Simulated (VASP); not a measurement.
CdS (wurtzite), at 0.96 of the tabulated volume:

```yaml
crystal:
  lattice:
    - [2.04202, -3.53689, 0.00000]
    - [2.04202, 3.53689, 0.00000]
    - [0.00000, 0.00000, 6.62918]
  atoms:
    - { symbol: Cd, position: [0.66667, 0.33333, 0.50000] }
    - { symbol: Cd, position: [0.33333, 0.66667, 0.00000] }
    - { symbol: S, position: [0.66667, 0.33333, 0.87700] }
    - { symbol: S, position: [0.33333, 0.66667, 0.37700] }
```

The lowest empty band near Γ, direction c, from mBJ (TB09) with spin-orbit coupling in VASP (PAW); its two spin partners are averaged. The gap over the points computed is 2.80 eV, and the next band on that side lies 1.37 eV away at the edge.

Run with 400 eV cut-off, 7×7×4 Γ-centred mesh, Gaussian smearing of 0.050 eV, potentials Cd S.

```json
[
 {"distance from the edge in k (1/Å)": "0.018", "distance in energy (meV)": "5.3"},
 {"distance from the edge in k (1/Å)": "0.025", "distance in energy (meV)": "10.2"},
 {"distance from the edge in k (1/Å)": "0.035", "distance in energy (meV)": "19.8"},
 {"distance from the edge in k (1/Å)": "0.050", "distance in energy (meV)": "40.0"},
 {"distance from the edge in k (1/Å)": "0.070", "distance in energy (meV)": "77.2"}
]
```

Problem. Fit E(1 + αE) = ħ²k²/2m* (ħ²/2m0 = 3.810 eV Å²) and predict the row at 0.095 1/Å.

Solution. Least squares on the energies gives the electron mass m* = 0.234 m0 and α = 0.45 per eV, and so 138.5 meV. The run gave 138.7 meV, +0.2 meV from the fit.

Left out are points under 3 meV from the edge, since the levels carry 0.1 meV, and points farther than half the way to the next band.

The compound is CdS in the wurtzite structure. The cell was not relaxed at this level.
